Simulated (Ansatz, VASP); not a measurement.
## One calculation of GaSi, two programs

```
Ga Si
1.0
     0.00000    2.82747    2.82747
     2.82747    0.00000    2.82747
     2.82747    2.82747    0.00000
Ga Si
1 1
Direct
  0.00000 0.00000 0.00000
  0.25000 0.25000 0.25000
```

Alike in both runs: functional PBE; k mesh 18 × 18 × 18; occupations gaussian, width 0.1 eV; no spin polarisation.

Ansatz relaxed the structure, and its values are those at the end. VASP's run is a single point on that final structure, the one shown.

|  | VASP | Ansatz |
| --- | --- | --- |
| version | VASP 6.6.1 | Ansatz 0.2.0 |
| potentials or method | VASP PAW PBE potentials, release 64 (Ga_d, Si) | scalar-relativistic, plane waves, PAW |
| plane-wave cutoff (eV) | 520 | 420 |
| valence electrons in the cell | 17 | 17 |

|  | VASP | Ansatz | Ansatz less VASP |
| --- | --- | --- | --- |
| gap on the k mesh at the Fermi level (eV) | none | none | - |
| pressure (GPa) | 0.1 | 0.0 | -0.01 |

A gap of «none» marks a metal or a gap that the smearing closes.
